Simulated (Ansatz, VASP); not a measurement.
# Two plane-wave programs on NaHfIr2

INCAR

```
ALGO = Normal ; EDIFF = 1E-6
EDIFFG = -0.04 ; ENCUT = 600
GGA = PE ; IBRION = 2
ISIF = 3 ; ISMEAR = 0
LASPH = True ; LCHARG = False
LREAL = False ; LWAVE = False
NELM = 100 ; NSW = 90
PREC = Accurate ; SIGMA = 0.1
```

Contents of KPOINTS:

```
k-points
0
Gamma
  6 6 6
```

File POSCAR:

```
NaHfIr2
1.0
   -2.3194838500      2.3194838500      2.3784895600
    2.3194838500     -2.3194838500      2.3784895600
    2.3194838500      2.3194838500     -2.3784895600
Na Hf Ir
1 1 2
Direct
    0.5000000000      0.5000000000      0.0000000000
    0.0000000000      0.0000000000      0.0000000000
    0.5000000000      0.0000000000      0.5000000000
    0.0000000000      0.5000000000      0.5000000000
```

Input for Ansatz:

```yaml
crystal:
  lattice:
    - [-2.31948385, 2.31948385, 2.37848956]
    - [2.31948385, -2.31948385, 2.37848956]
    - [2.31948385, 2.31948385, -2.37848956]
  atoms:
    - { symbol: Na, position: [0.5, 0.5, 0.0] }
    - { symbol: Hf, position: [0.0, 0.0, 0.0] }
    - { symbol: Ir, position: [0.5, 0.0, 0.5] }
    - { symbol: Ir, position: [0.0, 0.5, 0.5] }
basis:
  ecutwfc: 420
kpoints:
  mp_grid: { grid: [6, 6, 6] }
hamiltonian:
  xc: pbe
scf:
  occupations: { method: gaussian, width: 0.1 }
  lower_state_search: "off"
output:
  forces: true
  stress: true
  eigenvalues: true
relax:
  adjacent_minimum: "off"
  f_tol: 0.04
  max_steps: 70
  cell: { stress_tol: 0.4 }
```

Alike in both runs: task relaxation of cell and atoms; functional PBE; k mesh 6 × 6 × 6; occupations gaussian, width 0.1 eV; no spin polarisation.

|  | VASP | Ansatz |
| --- | --- | --- |
| version | VASP 6.6.1 | Ansatz 0.2.0 |
| potentials or method | VASP PAW PBE potentials, release 64 (Na_pv, Hf_pv, Ir) | scalar-relativistic, plane waves, PAW |
| plane-wave cutoff (eV) | 600 | 420 |
| valence electrons in the cell | 35 | 69 |

VASP gave:

* gap on the k mesh at the Fermi level, each at its own relaxed structure (eV): none
* relaxed volume (Å³/atom): 18.71
* relaxed cell length with the largest relative difference (Å): 4.598
* energy change over the relaxation (meV/atom): -1499

**Question.** What did Ansatz give for the same quantities?

**Answer.** gap on the k mesh at the Fermi level, each at its own relaxed structure (eV): none; relaxed volume (Å³/atom): 18.80; relaxed cell length with the largest relative difference (Å): 4.605; energy change over the relaxation (meV/atom): -1520.

A gap of «none» marks a metal or a gap that the smearing closes. The two sets of potentials don't hold the same shells in valence.

Caveats: the volume moved by over 15 % at a fixed basis, so the end points are rough (VASP). Spin-orbit coupling is left out, which matters for the levels of Hf, Ir.
